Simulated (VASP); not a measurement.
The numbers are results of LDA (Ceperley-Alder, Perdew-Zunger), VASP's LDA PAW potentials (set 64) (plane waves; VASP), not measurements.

The input files of a VASP run:

**POSCAR**
```
ZrB2
1
    1.5350345866    -2.6587583402     0.0000000000
    1.5350345866     2.6587583402     0.0000000000
    0.0000000000     0.0000000000     3.4226077956
Zr B
1 2
Direct
  0.0000000000   0.0000000000   0.0000000000
  0.3333330000   0.6666670000   0.5000000000
  0.6666670000   0.3333330000   0.5000000000
```

KPOINTS:
```
Automatic mesh
0
Gamma
11 11 9
0 0 0
```

**INCAR**
```
! general
SYSTEM  = ZrB2
PREC    = Accurate
ENCUT   = 520   ! plane-wave cut-off (eV)
LREAL   = .FALSE.
LASPH   = .TRUE.

! electronic loop
EDIFF   = 1E-7   ! SCF stop (eV)
NELM    = 100   ! most electronic steps
ALGO    = Normal   ! blocked Davidson
LMAXMIX = 4   ! l cut-off of mixed one-centre charges

! smearing
ISMEAR  = 1   ! Methfessel-Paxton
SIGMA   = 0.1   ! width (eV)

! ions
IBRION  = 2
NSW     = 30
ISIF    = 4
EDIFFG  = -0.01

! output
LWAVE   = .FALSE.
LCHARG  = .FALSE.
```

POTCAR, in this order: Zr_sv B (LDA.64 set). Program: vasp_std.

The run wrote:

**OUTCAR**
```
 ion  position               nearest neighbor table
   1  0.000  0.000  0.000-   2 2.46   3 2.46   2 2.46   3 2.46   3 2.46   3 2.46   2 2.46   2 2.46
                             3 2.46   3 2.46   2 2.46   2 2.46
   2  0.333  0.667  0.500-   3 1.77   3 1.77   3 1.77   1 2.46   1 2.46   1 2.46   1 2.46   1 2.46
                             1 2.46
   3  0.667  0.333  0.500-   2 1.77   2 1.77   2 1.77   1 2.46   1 2.46   1 2.46   1 2.46   1 2.46
                             1 2.46
  LATTYP: Found a hexagonal cell.
 ALAT       =     3.0700695584
 C/A-ratio  =     1.1148307002
 Subroutine PRICEL returns:
 Original cell was already a primitive cell.
 Subroutine GETGRP returns: Found 24 space group operations
The static configuration has the point symmetry D_6h.
The dynamic configuration has the point symmetry D_6h.
 Subroutine INISYM returns: Found 24 space group operations
 Subroutine IBZKPT returns following result:
 Found     80 irreducible k-points:

 Following reciprocal coordinates:
            Coordinates               Weight
  0.000000  0.000000  0.000000      1.000000
  0.090909  0.000000  0.000000      6.000000
  0.181818  0.000000  0.000000      6.000000
  0.272727  0.000000  0.000000      6.000000
...
```

OSZICAR:
```
       N       E                     dE             d eps       ncg     rms          rms(c)
DAV:   1     0.115035264786E+03    0.11504E+03   -0.10013E+04  2080   0.140E+03
DAV:   2    -0.246832391074E+02   -0.13972E+03   -0.13512E+03  2450   0.351E+02
DAV:   3    -0.302281865357E+02   -0.55449E+01   -0.54824E+01  3203   0.617E+01
DAV:   4    -0.303516992220E+02   -0.12351E+00   -0.12348E+00  2607   0.885E+00
DAV:   5    -0.303554048676E+02   -0.37056E-02   -0.37055E-02  3216   0.112E+00    0.266E+01
DAV:   6    -0.274468780168E+02    0.29085E+01   -0.81475E+00  2484   0.214E+01    0.111E+01
DAV:   7    -0.273928623669E+02    0.54016E-01   -0.97801E-01  3154   0.670E+00    0.387E+00
DAV:   8    -0.273930937832E+02   -0.23142E-03   -0.13532E-01  2492   0.362E+00    0.787E-01
DAV:   9    -0.273888416429E+02    0.42521E-02   -0.22093E-02  2539   0.132E+00    0.138E-01
DAV:  10    -0.273887418269E+02    0.99816E-04   -0.91781E-04  2640   0.276E-01    0.488E-02
DAV:  11    -0.273887450684E+02   -0.32415E-05   -0.26216E-05  2711   0.544E-02    0.213E-02
DAV:  12    -0.273887429484E+02    0.21200E-05   -0.58513E-06  2709   0.268E-02    0.249E-03
DAV:  13    -0.273887428616E+02    0.86849E-07   -0.84553E-07  2845   0.788E-03
   1 F= -.27388743E+02 E0= -.27388736E+02  d E =-.273887E+02
       N       E                     dE             d eps       ncg     rms          rms(c)
DAV:   1    -0.273896977573E+02   -0.95481E-03   -0.49333E-02  2220   0.226E+00    0.159E-01
DAV:   2    -0.273891994118E+02    0.49835E-03   -0.10898E-03  2375   0.295E-01    0.888E-02
DAV:   3    -0.273890028136E+02    0.19660E-03   -0.50679E-04  2405   0.204E-01    0.196E-02
DAV:   4    -0.273890020627E+02    0.75091E-06   -0.10514E-05  2278   0.304E-02    0.737E-03
DAV:   5    -0.273890018908E+02    0.17194E-06   -0.40293E-07  2673   0.609E-03    0.225E-03
DAV:   6    -0.273890018890E+02    0.18254E-08   -0.22353E-08  1350   0.154E-03
   2 F= -.27389002E+02 E0= -.27388981E+02  d E =-.259027E-03
```

**OUTCAR**
```
------------------------ aborting loop because EDIFF is reached ----------------------------------------
  FORCE on cell =-STRESS in cart. coord.  units (eV):
  Direction    XX          YY          ZZ          XY          YZ          ZX
  --------------------------------------------------------------------------------------
  Total        3.1363012      3.1363023      3.1747408      0.0000000      0.0000000     -0.0000000
  in kB      179.8639717    179.8640382    182.0684476      0.0000000      0.0000000     -0.0000000
  external PRESSURE =     180.5988192 kB  Pullay stress =       0.0000000 kB
  volume of cell :       27.94
      direct lattice vectors                 reciprocal lattice vectors
     1.537009609 -2.662179226 -0.000000000     0.325307010 -0.187816055 -0.000000000
     1.537009609  2.662179226 -0.000000000     0.325307010  0.187816055 -0.000000000
     0.000000000  0.000000000  3.413817443     0.000000000  0.000000000  0.292927204
 POSITION                                       TOTAL-FORCE (eV/Angst)
 -----------------------------------------------------------------------------------
      1.53701     -2.66218     -0.00000        -0.000000     -0.000000      0.000000
      1.53701      0.88739      1.70691        -0.000000     -0.000000      0.000000
      1.53701     -0.88739      1.70691         0.000000      0.000000     -0.000000
 -----------------------------------------------------------------------------------
    total drift:                                0.000000     -0.000000     -0.000000
  FREE ENERGIE OF THE ION-ELECTRON SYSTEM (eV)
  ---------------------------------------------------
  free  energy   TOTEN  =       -27.3890018890 eV

  energy  without entropy=      -27.3889393060  energy(sigma->0) =      -27.38898103

 reached required accuracy - stopping structural energy minimisation
```
(Selected blocks of OUTCAR.)

CONTCAR:
```
ZrB2
   1.00000000000000
     1.5370096086925855   -2.6621792256779178   -0.0000000000000000
     1.5370096086925855    2.6621792256779178   -0.0000000000000000
     0.0000000000000000    0.0000000000000000    3.4138174425025873
  Zr              B
     1     2
Direct
     1.0000000000000000    0.0000000000000000    0.0000000000000000
     0.3333330000000032    0.6666669999999968    0.5000000000000000
     0.6666669999999968    0.3333330000000032    0.5000000000000000
```

The compound is ZrB2 in the AlB2 type structure. This cell is one point of a volume scan, at 0.94 of the reference volume. Symmetry was kept, so distortions that lower it aren't found.
